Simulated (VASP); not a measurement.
# Ni(111), as cut: electronic structure, part 2 of 2

Wanted: what it costs to take an electron out of Ni(111), held as cut.

VASP 6.6.1; PBE, spin-polarised from a ferromagnetic start; plane waves and PAW (Ni).

Still holding for the runs below: The magnetic state follows from one typed start and may not be the lowest.

So far: Starting point; Vacuum level and density of states.

### Step 2. Vacuum level and density of states (continued)

Density of states in the PAW spheres, an atom over height of the layer and energy from the Fermi level.

Ten even steps from '0' (0.02 states/eV) to '9' (3.15 states/eV), each cell a mean:
```
2222222
5555555
7666667
9888889
9777779
9777779
8777778
6777776
4555554
3555553
2444442
2433342
1222221
0111110
0000000
0000000
0000000
0000000
0000000
0000000
0000000
0000000
```
Columns: height of the layer (Å) from 9 to 21.2; rows upwards: energy from the Fermi level (eV) from -7.9 to 0.5.

Spin down. The electronic bands at the labelled points (eV, zero at the Fermi level; # counts the bands kept):

```tsv
point	#28	#29	#30	#31	#32	#33	#34	#35
Γ	-0.64	-0.64	-0.63	-0.63	-0.53	-0.53	-0.35	-0.35
0.46 of the way	-0.85	-0.76	-0.73	-0.63	-0.53	-0.50	-0.42	-0.31
M	0.16	0.18	0.22	0.25	0.26	0.33	0.42	0.42
0.54 of the way	-0.25	-0.06	-0.01	0.01	0.08	0.12	0.23	0.26
K	-0.62	-0.10	-0.02	-0.01	-0.01	0.09	0.09	0.09
0.46 of the way	-0.60	-0.47	-0.44	-0.19	-0.09	-0.07	0.02	0.08
Γ	-0.64	-0.64	-0.63	-0.63	-0.53	-0.53	-0.35	-0.35
```

Force by atom:

```tsv
atom	x (eV/Å)	y (eV/Å)	z (eV/Å)	size
Ni1	0.000	0.000	0.134	0.134
Ni2	0.000	0.000	-0.124	0.124
Ni3	0.000	0.000	-0.021	0.021
Ni4	0.000	0.000	0.000	0.000
Ni5	0.000	0.000	0.021	0.021
Ni6	0.000	0.000	0.124	0.124
Ni7	0.000	0.000	-0.134	0.134
```

Spin density in the ca plane at fractional y = 0.000, with atoms of Ni within 0.2 Å of it.

Ten even steps from '0' (0.0 e/Å³) to '9' (1.1 e/Å³), each cell a mean:
```
00000000000015730000000000000277200000000000
00000000000001210000000000000022000000000000
00000000000000000000000000000000000000000000
00000000000000000000000000000000000000000000
00000000000000000000000000000000000000000000
00000000000000100000000000000011000000000000
00000000000004520000000000000155200000000000
00000000000017950000000000000399400000000000
```
Columns run along c (16.0 Å, from fractional 0.34 to 0.87 of the cell), rows up along a (2.5 Å). Atoms in or near the plane, at fractional coordinates: Ni at (0.50, 0.00), Ni at (0.70, 0.00).

ELF of up spins in the ca plane at fractional y = 0.000, with atoms of Ni within 0.2 Å of it. It is the smooth field of the valence electrons, not physical close to the nuclei.

Ten even steps from '0' (0.00) to '9' (0.34), each cell a mean:
```
77666666677520036776666666765100343340000000
66666666666642256666666566666313543360000000
55556665566666666655666655556666554210000000
55456665455766676554566644557666764310200000
55556665555666666555566655556666654311000000
66665666666654456666666566566534544211000000
66666666677520036776666666766101343390100000
78777677787510025787776777875000243400000000
```
Columns run along c (16.0 Å, from fractional 0.34 to 0.87 of the cell), rows up along a (2.5 Å). Atoms in or near the plane, at fractional coordinates: Ni at (0.50, 0.00), Ni at (0.70, 0.00).

Electrostatic potential energy in the ca plane at fractional y = 0.000, with atoms of Ni within 0.2 Å of it. With pseudopotentials it is smooth inside the atoms' cores, unlike the true potential.

Ten even steps from '0' (-66 eV) to '9' (7 eV), each cell a mean:
```
99999999999850027999999999998400389999999999
99889999889974368998899988898743689999999999
98778998788998789987789987899888899999999999
98778987678999999987789876789999999999999999
98778998778998899987789877799988999999999999
99888998889986578988899988899866799999999999
99999999999862038999999999998510489999999999
99999999999850017999999999998300289999999999
```
Columns run along c (16.0 Å, from fractional 0.34 to 0.87 of the cell; values clipped at the 3rd and 97th percentile), rows up along a (2.5 Å). Atoms in or near the plane, at fractional coordinates: Ni at (0.50, 0.00), Ni at (0.70, 0.00).

Only the dipole across the slab is computed (IDIPOL = 3); zeros along the plane are no results.

The map of layer states is cut here 0.5 eV above the Fermi level, so it leaves out the states above that.

The program warns that it found no field-free vacuum at its default tolerance, so these levels carry more doubt.

On this mesh the fine structure of the density of states is sampling noise, and high empty states may be cut by the number of bands.

### Step 3. Putting the energies together

This step: slab, PBE; plane waves and PAW (VASP 6.6.1).

No new run; the numbers come from the runs before.

### Step 4. The run again, with other electronic settings, job self-consistent run, mode wide

This step: PBE, spin-polarised from a ferromagnetic start; plane waves and PAW (Ni) (VASP 6.6.1).

The run is repeated with the same physical settings; only the threshold, bands or mixing listed below differ.

INCAR

```
SYSTEM = Ni
PREC = Normal
ENCUT = 300
EDIFF = 1E-06
NELM = 120
ISMEAR = -1
SIGMA = 0.1
LREAL = .FALSE.
ALGO = Fast
GGA = PE
NBANDS = 46
ISPIN = 2
MAGMOM = 1 1 1 1 1 1 1
LMAXMIX = 4
LORBIT = 11
LWAVE = .FALSE.
LCHARG = .FALSE.
KPAR = 2
IDIPOL = 3
LDIPOL = .TRUE.
DIPOL = 0.5 0.5 0.5
LVHAR = .TRUE.
LVACPOTAV = .TRUE.
```

POSCAR

```
Ni
1.0
    2.4890158698      0.0000000000      0.0000000000
    1.2445079349      2.1555509736      0.0000000000
    0.0000000000      0.0000000000     30.1936376853
Ni
7
Direct
    0.0000000000      0.0000000000      0.2980760415
    0.3333333333      0.3333333333      0.3653840277
    0.6666666667      0.6666666667      0.4326920138
    0.0000000000      0.0000000000      0.5000000000
    0.3333333333      0.3333333333      0.5673079862
    0.6666666667      0.6666666667      0.6346159723
    0.0000000000      0.0000000000      0.7019239585
```

KPOINTS

```
Automatic mesh
0
Gamma
21 21 1
0 0 0
```

PAW data sets: Ni (PBE family, release 64).

On the command line:

```sh
> mpirun -np 2 vasp_std
```

The program printed:

```text
[banner, memory and clock lines left out]
running    2 mpi-ranks, on    1 nodes
 distrk:  each k-point on    1 cores,    2 groups
 distr:  one band on    1 cores,    1 groups

 POSCAR found type information on POSCAR Ni
 POSCAR found :  1 types and       7 ions
 LDA part: xc-table for (Slater+PW92), standard interpolation
 POSCAR, INCAR and KPOINTS ok, starting setup
 FFT: planning ... GRIDC
 FFT: planning ... GRID_SOFT
 FFT: planning ... GRID
 WAVECAR not read
 entering main loop
       N       E                     dE             d eps       ncg     rms          rms(c)
DAV:   1     0.413532030414E+03    0.41353E+03   -0.23543E+04  8958   0.121E+03
DAV:   2    -0.127882744045E+02   -0.42632E+03   -0.40734E+03  8922   0.307E+02
DAV:   3    -0.435914870975E+02   -0.30803E+02   -0.29133E+02  9480   0.114E+02
DAV:   4    -0.440635706275E+02   -0.47208E+00   -0.46997E+00  9878   0.154E+01
DAV:   5    -0.440747958002E+02   -0.11225E-01   -0.11225E-01 13034   0.154E+00    0.256E+01
RMM:   6    -0.486430134764E+02   -0.45682E+01   -0.71728E+01  9690   0.716E+01    0.365E+01
RMM:   7    -0.586209864669E+02   -0.99780E+01   -0.20601E+01  9967   0.315E+01    0.441E+01
RMM:   8    -0.464925826197E+02    0.12128E+02   -0.75620E+00  9468   0.222E+01    0.376E+01
RMM:   9    -0.382725461122E+02    0.82200E+01   -0.48400E+00  9492   0.178E+01    0.189E+01
RMM:  10    -0.408692416348E+02   -0.25967E+01   -0.74075E+00  9940   0.198E+01    0.292E+01
RMM:  11    -0.407592489878E+02    0.10999E+00   -0.39603E+00  9801   0.163E+01    0.295E+01
RMM:  12    -0.357977722167E+02    0.49615E+01   -0.10173E+00  9609   0.842E+00    0.776E+00
RMM:  13    -0.358901998821E+02   -0.92428E-01   -0.21932E-01  9615   0.303E+00    0.396E+00
RMM:  14    -0.360551694159E+02   -0.16497E+00   -0.18479E-01  9525   0.283E+00    0.565E+00
RMM:  15    -0.363044152965E+02   -0.24925E+00   -0.97725E-02  9720   0.156E+00    0.593E+00
RMM:  16    -0.364898687972E+02   -0.18545E+00   -0.22666E-01 10629   0.188E+00    0.193E+00
RMM:  17    -0.365250480955E+02   -0.35179E-01   -0.18661E-02  9696   0.740E-01    0.205E+00
RMM:  18    -0.365090136686E+02    0.16034E-01   -0.59382E-03  9704   0.451E-01    0.202E+00
RMM:  19    -0.366291482960E+02   -0.12013E+00   -0.75340E-02 11384   0.105E+00    0.140E+00
RMM:  20    -0.366621417598E+02   -0.32993E-01   -0.28371E-02 10842   0.727E-01    0.165E+00
RMM:  21    -0.366724437444E+02   -0.10302E-01   -0.15067E-02 10338   0.693E-01    0.965E-01
RMM:  22    -0.367183515238E+02   -0.45908E-01   -0.80286E-03 10191   0.428E-01    0.141E+00
RMM:  23    -0.367262116363E+02   -0.78601E-02   -0.13206E-03  9650   0.229E-01    0.156E+00
RMM:  24    -0.367450809003E+02   -0.18869E-01   -0.12082E-02 12326   0.713E-01    0.887E-01
RMM:  25    -0.367971534892E+02   -0.52073E-01   -0.69585E-03 10862   0.304E-01    0.137E+00
RMM:  26    -0.368624415510E+02   -0.65288E-01   -0.12354E-02 12157   0.481E-01    0.676E-01
RMM:  27    -0.369661111496E+02   -0.10367E+00   -0.13207E-02 11939   0.420E-01    0.117E+00
RMM:  28    -0.370498668019E+02   -0.83756E-01   -0.40449E-03 10621   0.259E-01    0.853E-01
RMM:  29    -0.371360091252E+02   -0.86142E-01   -0.29065E-03 10431   0.213E-01    0.439E-01
RMM:  30    -0.372160893332E+02   -0.80080E-01   -0.27330E-03 10619   0.232E-01    0.299E-01
RMM:  31    -0.372492051681E+02   -0.33116E-01   -0.10125E-03 10099   0.191E-01    0.144E-01
RMM:  32    -0.372574213386E+02   -0.82162E-02   -0.29043E-04  9826   0.101E-01    0.155E-01
RMM:  33    -0.372593916317E+02   -0.19703E-02   -0.64110E-05  9677   0.580E-02    0.154E-01
RMM:  34    -0.372604124556E+02   -0.10208E-02   -0.39026E-05  9665   0.391E-02    0.138E-01
RMM:  35    -0.372615725076E+02   -0.11601E-02   -0.33427E-05  9804   0.313E-02    0.908E-02
RMM:  36    -0.372620846250E+02   -0.51212E-03   -0.12276E-05  9405   0.208E-02    0.189E-02
RMM:  37    -0.372621733174E+02   -0.88692E-04   -0.42298E-06  7766   0.135E-02    0.668E-03
RMM:  38    -0.372622109981E+02   -0.37681E-04   -0.18797E-06  6157   0.797E-03    0.883E-03
RMM:  39    -0.372622206528E+02   -0.96547E-05   -0.64591E-07  5603   0.543E-03    0.576E-03
RMM:  40    -0.372622259195E+02   -0.52667E-05   -0.36630E-07  5407   0.424E-03    0.477E-03
RMM:  41    -0.372622291061E+02   -0.31866E-05   -0.30660E-07  5477   0.379E-03    0.266E-03
RMM:  42    -0.372622298995E+02   -0.79334E-06   -0.99981E-08  4948   0.205E-03
 [... a notice as in an earlier step ...]

   1 F= -.37262230E+02 E0= -.37059192E+02  d E =-.406075E+00  mag=     4.4260
 [... a notice as in an earlier step ...]
```

It took 5.5 min on 2 MPI ranks of Intel Xeon Platinum 8488C (Sapphire Rapids), shared host; peak memory 0.62 GiB.

OUTCAR, selected parts (step 4):

```text
The static configuration has the point symmetry D_3d.

 Found     48 irreducible k-points:

   k-points           NKPTS =     48   k-points in BZ     NKDIM =     48   number of bands    NBANDS=     46

   NELECT =      70.0000    total number of electrons

 E-fermi :   1.7733

 spin component 1
 k-point     1 :       0.0000    0.0000    0.0000
  band No.  band energies     occupation
    ...
     38       1.1007      0.99880
     39       1.1007      0.99880
     40       1.1745      0.99750
     41       1.1745      0.99750
     42       1.5668      0.88740
     43       1.9075      0.20708
     44       6.3792      0.00000
     45       6.5825      0.00000
     46       7.1416      0.00000

 k-point     2 :       0.0476    0.0000    0.0000
  band No.  band energies     occupation
    ...
     37       0.9144      0.99981
     38       0.9480      0.99974
     39       1.1017      0.99879
     40       1.1768      0.99744
     41       1.1938      0.99697
     42       1.8863      0.24408
     43       2.2576      0.00782
     44       6.4494      0.00000
     45       6.6550      0.00000
     46       7.2055      0.00000

 k-point     3 :       0.0952    0.0000    0.0000
  band No.  band energies     occupation
    ...
     37       0.9505      0.99973
     38       1.0198      0.99947
     39       1.1043      0.99876
     40       1.1830      0.99727
     41       1.5708      0.88334
     42       2.4216      0.00153
     43       2.9064      0.00001
     44       6.6584      0.00000
     45       6.8724      0.00000
     46       7.3956      0.00000

 k-point     4 :       0.1429   -0.0000    0.0000
  band No.  band energies     occupation
    ...
     36       0.7920      0.99995
     37       0.9529      0.99973
     38       1.1079      0.99871
     39       1.1923      0.99701
     40       1.2710      0.99346
     41       2.0123      0.08394
     42       3.0278      0.00000
     43       3.6663      0.00000
     44       7.0016      0.00000
     45       7.2345      0.00000
    ...

  Total       -1.8485787     -1.8485787     -0.7798449      0.0000000      0.0000000     -0.0000000
  in kB      -18.2829864    -18.2829864     -7.7128950      0.0000000      0.0000000     -0.0000000
  external PRESSURE =     -14.7596226 kB  Pullay stress =       0.0000000 kB

 POSITION                                       TOTAL-FORCE (eV/Angst)
 -----------------------------------------------------------------------------------
      0.00000      0.00000      9.00000         0.000000     -0.000000      0.134060
      1.24451      0.71852     11.03227         0.000000      0.000000     -0.123757
      2.48902      1.43703     13.06455         0.000000      0.000000     -0.020996
      0.00000      0.00000     15.09682        -0.000000      0.000000      0.000000
      1.24451      0.71852     17.12909        -0.000000     -0.000000      0.020996
      2.48902      1.43703     19.16136        -0.000000     -0.000000      0.123757
      0.00000      0.00000     21.19364        -0.000000      0.000000     -0.134060
 -----------------------------------------------------------------------------------
    total drift:                                0.000000      0.000000      0.000000

  FREE ENERGIE OF THE ION-ELECTRON SYSTEM (eV)
  ---------------------------------------------------
  free  energy   TOTEN  =       -37.2622298995 eV

  energy  without entropy=      -36.8561548859  energy(sigma->0) =      -37.05919239

 total charge
# of ion       s       p       d       tot
------------------------------------------
    1        0.488   0.380   8.291   9.159
    2        0.492   0.493   8.302   9.287
    3        0.497   0.495   8.302   9.295
    4        0.497   0.496   8.303   9.296
    5        0.497   0.495   8.302   9.295
    6        0.492   0.493   8.302   9.287
    7        0.488   0.380   8.291   9.159
--------------------------------------------------
tot          3.453   3.232  58.094  64.779

[... 9 parts as in an earlier step ...]

[... 9 further parts left out ...]
```

Force by atom:

```tsv
atom	x (eV/Å)	y (eV/Å)	z (eV/Å)	size
Ni1	0.000	0.000	0.134	0.134
Ni2	0.000	0.000	-0.124	0.124
Ni3	0.000	0.000	-0.021	0.021
Ni4	0.000	0.000	0.000	0.000
Ni5	0.000	0.000	0.021	0.021
Ni6	0.000	0.000	0.124	0.124
Ni7	0.000	0.000	-0.134	0.134
```

The settings drawn for this run equal those of the run that it repeats.

Against the run that it repeats, NBANDS also differs.

Side by side:

```tsv
quantity	this run	the run it repeats	difference
energy at zero smearing (eV)	-37.059	-37.059	8.8e-7
free energy (TOTEN) (eV)	-37.262	-37.262	2.0e-7
```

The energy stays within 0.1 meV an atom.

### Step 5. Results

```yaml
work_function_of_the_slab: 5.06 eV
```

The work function is 5.06 eV at both faces. The program warned about the flatness of the vacuum, which adds doubt to these levels. The largest moment is 0.67 μB. No atom was relaxed. The cell in the plane was kept as given and was not relaxed here.

[Lines on the potential files, build, host, timing and source positions are cut from VASP's logs without a mark.]

[Logs are printed without paths, hosts, clocks, repeated set-up lines and the standing remarks that a program may print on its own settings, such as how far it seeks lower states.]

[Hosts, paths, dates, database ids (printed as entryN), source tags and the programs' standing remarks are cut or masked in the printed files.]

[In band tables of VASP the shares of atoms and orbitals are scaled to a sum of 1 inside the atoms' spheres.]

[Runs that stopped without an error message from VASP are left out.]
